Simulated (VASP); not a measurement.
BeZn2Se3:

```
Be Zn Se
1.0
    -1.92500    5.78000    2.72500
     1.92500   -5.78000    2.72500
     1.92500    5.78000   -2.72500
Be Zn Se
1 2 3
Direct
  0.00000 0.00000 0.00000
  0.33333 0.00000 0.33333
  0.66667 0.00000 0.66667
  0.75000 0.25000 0.50000
  0.08333 0.25000 0.83333
  0.41667 0.25000 0.16667
```

The cell was built by a generator and needn't be a form met in nature.

```yaml
Program: VASP 6.6.1
Task: relaxation of cell and atoms
Functional: PBE
Potentials_or_basis: VASP PAW PBE potentials, release 64 (Be, Zn, Se)
Cutoff: 520 eV
k_mesh: 4 × 4 × 4
Occupations: gaussian, width 0.15 eV
Spin: no spin polarisation
```

At the start: pressure 5.2 GPa; volume 20.21 Å³/atom.

**Question.** How do energy, volume and symmetry change on relaxing?

**Answer.** Over 10 steps the energy falls by 87.2 meV/atom and the volume is 21.58 Å³/atom (+6.8 %); space group Imm2 (No. 44, to 0.05 Å).

Step by step:
```
step  energy change (eV)  largest force (eV/Å)  pressure (GPa)  volume (Å³)
   1              0.0000                1.8392            5.22       121.28
   2             -0.4038                0.6865           -1.46       133.21
   3             -0.4041                0.6287           -2.42       134.20
   4             -0.4045                0.6562           -1.64       133.75
   5             -0.4949                0.3462           -1.36       130.62
   6             -0.4990                0.3533            1.60       125.64
   7             -0.5215                0.1324            0.57       128.05
   8             -0.5213                0.1332            0.20       128.21
   9             -0.5240                0.0813            0.22       128.74
  10             -0.5234                0.0591           -0.03       129.47
```

Final structure:
```
CELL_PARAMETERS angstrom
-1.96699 5.90479 2.78668
1.96699 -5.90479 2.78668
1.96699 5.90479 -2.78668
ATOMIC_POSITIONS crystal
Be 0.00013 0.00013 0.00000
Zn 0.33654 0.00089 0.33565
Zn 0.66523 0.00089 0.66435
Se 0.78235 0.28235 0.50000
Se 0.07721 0.23287 0.84433
Se 0.38854 0.23287 0.15567
```

Caveat: the k mesh is coarse (spacing up to 0.50 Å⁻¹), so the values aren't converged.
